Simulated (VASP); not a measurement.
Input:

```
CELL_PARAMETERS angstrom
      4.35613     0.00000     0.00000
      0.00000     4.35613     0.00000
      0.00000     0.00000     2.85989
ATOMIC_POSITIONS crystal
  Cr 0.00000 0.00000 0.00000
  Cr 0.50000 0.50000 0.50000
  O  0.30292 0.30292 0.00000
  O  0.80292 0.19708 0.50000
  O  0.19708 0.80292 0.50000
  O  0.69708 0.69708 0.00000
```
Starting moments (μB, in the order of the record's atoms Cr Cr O O O O): 2.0 2.0 0.0 0.0 0.0 0.0.

These are LDA (Ceperley-Alder, Perdew-Zunger), VASP's LDA PAW potentials (set 64) (plane waves; VASP) values and carry that method's errors. Run with 520 eV cut-off, 8×8×12 Γ-centred mesh, tetrahedra with Blöchl corrections, potentials Cr_pv O.

The cores are frozen, which limits the accuracy of field gradients. The moments were started parallel, and other spin orders were not tried in this run.

### Question
Give the principal components of the electric field gradient (V/Å²) and the asymmetry η at each nucleus.

### Answer

| atom | Vxx | Vyy | Vzz | η |
|---|---|---|---|---|
| Cr1 | 29.2 | 13.0 | -42.2 | 0.38 |
| Cr2 | 29.2 | 13.0 | -42.2 | 0.38 |
| O3 | -20.3 | -2.7 | 23.0 | 0.77 |
| O4 | -20.3 | -2.7 | 23.0 | 0.77 |
| O5 | -20.3 | -2.7 | 23.0 | 0.77 |
| O6 | -20.3 | -2.7 | 23.0 | 0.77 |

The compound is CrO2 in the rutile structure. It was relaxed first.
